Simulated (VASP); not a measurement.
Here is the system:

```
CELL_PARAMETERS angstrom
      0.00000     2.68588     2.68588
      2.68588     0.00000     2.68588
      2.68588     2.68588     0.00000
ATOMIC_POSITIONS crystal
  Ca 0.00000 0.00000 0.00000
  F  0.25000 0.25000 0.25000
  F  0.75000 0.75000 0.75000
```

These are r2SCAN meta-GGA, VASP's PBE PAW potentials (set 64) (plane waves; VASP 6.6.1) values and carry that method's errors. Settings: 600 eV cut-off, 6×6×6 Γ-centred mesh, Gaussian smearing of 0.050 eV, potentials Ca_sv F.

**Question.** Give the stress tensor in GPa (positive for a compressed cell).

**Answer.** 
```
4.26  0.00  0.00
0.00  4.26  0.00
0.00  0.00  4.26
```
The pressure is its mean diagonal, 4.26 GPa.

The compound is CaF2 in the fluorite structure. This cell was strained or had an atom moved on purpose.
